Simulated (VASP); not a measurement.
Si16F (a cell with a defect): single point with PBE+D3(BJ)

The system is Si16F (a cell with a defect).

```
Si F
1.0
     0.00000    5.43000    5.43000
     5.43000    0.00000    5.43000
     5.43000    5.43000    0.00000
Si F
16 1
Direct
  0.03072 0.96580 0.00133
  0.11692 0.15405 0.12552
  0.96424 0.04735 0.49777
  0.16558 0.09608 0.63435
  0.99622 0.51678 0.01348
  0.17703 0.58695 0.14040
  0.99606 0.47265 0.51891
  0.05183 0.68682 0.63277
  0.48452 0.01005 0.00448
  0.65972 0.09932 0.09582
  0.55570 0.96986 0.44596
  0.56497 0.15186 0.63169
  0.52788 0.50293 0.98169
  0.62151 0.61941 0.15324
  0.45258 0.50657 0.51122
  0.62820 0.59855 0.62661
  0.77066 0.76354 0.72893
```

The cell was built by a generator and needn't be a form met in nature.

| Quantity | Value |
| --- | --- |
| Program | VASP 6.6.1 |
| Task | single point |
| Functional | PBE |
| Dispersion | D3(BJ) |
| Potentials or basis | VASP PAW PBE potentials, release 64 (Si, F) |
| Cutoff | 520 eV |
| k mesh | 2 × 2 × 2 |
| Occupations | fermi-dirac, width 0.05 eV |
| Spin | collinear spin, zero start |
| Starting moments | [0.0, 0.0, 0.0, 0.0, 0.0, 0.0, 0.0, 0.0, 0.0, 0.0, 0.0, 0.0, 0.0, 0.0, 0.0, 0.0, 0.0] μB |

```yaml
Pressure: 1.8 GPa
Largest_force: 3.090 eV/Å
Band_gap_on_the_k_mesh: none (metal or under the smearing width)
Net_moment: 0.00 μB per cell
Valence_electrons_inside_the_program's_atomic_spheres: Si 1.67, 1.69, 1.65, 1.70, 1.60, 1.73, 1.68, 1.66, 1.71, 1.72; F 6.13
Dispersion_energy_per_atom: -0.305 eV
```

Forces in eV/Å, atoms in the order of the input:
```
Si   0.462  0.764  0.499
Si  -0.469 -0.085 -1.082
Si   0.453  0.044  0.959
Si  -0.594 -1.173  0.335
Si  -0.115 -0.104  1.018
Si   1.207 -1.407 -1.521
Si  -0.917  0.993  1.119
Si  -0.926  1.170 -0.899
Si  -0.868  0.030 -0.784
Si   0.413 -1.054  1.883
Si   2.584  0.647 -1.566
Si  -1.635  0.802  0.034
Si  -0.255  2.201 -0.539
Si  -0.334 -1.176  0.434
Si   1.392 -0.151  0.457
Si  -0.689 -1.459  0.213
F    0.292 -0.044 -0.560
```

Stress tensor (GPa, compression positive):
```
 0.96 -0.30 -1.80
-0.30  1.93 -2.32
-1.80 -2.32  2.57
```

Levels at points of the mesh, in eV from the Fermi level:
Spin up:
| k point | band 32 | band 33 | band 34 | band 35 | band 36 | band 37 | band 38 | band 39 | band 40 | band 41 |
| --- | --- | --- | --- | --- | --- | --- | --- | --- | --- | --- |
| (0.00, 0.00, 0.00) | -0.80 | -0.51 | -0.17 | 0.09 | 0.26 | 0.62 | 0.64 | 0.75 | 0.81 | 0.96 |
| (0.50, 0.00, 0.00) | -1.48 | -1.02 | -0.61 | -0.51 | -0.02 | 0.78 | 1.34 | 1.44 | 1.71 | 1.81 |
| (0.00, 0.50, 0.00) | -1.35 | -0.95 | -0.65 | -0.31 | 0.07 | 0.95 | 1.31 | 1.47 | 1.54 | 1.81 |
| (0.00, 0.00, 0.50) | -1.21 | -0.89 | -0.58 | -0.37 | 0.04 | 1.30 | 1.41 | 1.50 | 1.59 | 1.70 |
| (0.50, 0.50, 0.50) | -1.45 | -0.88 | -0.79 | -0.44 | -0.07 | 0.98 | 1.21 | 1.28 | 1.58 | 1.66 |
| (0.50, 0.50, 0.00) | -1.62 | -1.13 | -1.01 | -0.76 | -0.49 | 1.14 | 1.33 | 2.16 | 2.30 | 2.44 |
| (0.00, 0.50, 0.50) | -1.60 | -1.29 | -0.92 | -0.87 | -0.40 | 0.98 | 1.26 | 2.23 | 2.36 | 2.41 |
| (0.50, 0.00, 0.50) | -1.39 | -1.31 | -1.00 | -0.70 | -0.58 | 0.99 | 1.23 | 2.22 | 2.30 | 2.33 |
Spin down:
| k point | band 34 | band 35 | band 36 | band 37 | band 38 | band 39 |
| --- | --- | --- | --- | --- | --- | --- |
| (0.00, 0.00, 0.00) | -0.17 | 0.09 | 0.26 | 0.62 | 0.64 | 0.75 |
| (0.50, 0.00, 0.00) | -0.61 | -0.51 | -0.02 | 0.78 | 1.34 | 1.44 |
| (0.00, 0.50, 0.00) | -0.65 | -0.31 | 0.07 | 0.95 | 1.31 | 1.47 |
| (0.00, 0.00, 0.50) | -0.58 | -0.37 | 0.04 | 1.30 | 1.41 | 1.50 |
| (0.50, 0.50, 0.50) | -0.79 | -0.44 | -0.07 | 0.98 | 1.21 | 1.28 |
| (0.50, 0.50, 0.00) | -1.01 | -0.76 | -0.49 | 1.14 | 1.33 | 2.16 |
| (0.00, 0.50, 0.50) | -0.92 | -0.87 | -0.40 | 0.98 | 1.26 | 2.23 |
| (0.50, 0.00, 0.50) | -1.00 | -0.70 | -0.58 | 0.99 | 1.23 | 2.22 |

It took 9 min on 1 thread of Intel(R) Xeon(R) Platinum 8488C (Sapphire Rapids), with other jobs on the host, peak memory 0.71 GiB.

Caveat: the k mesh is coarse (spacing up to 0.50 Å⁻¹), so the values aren't converged.
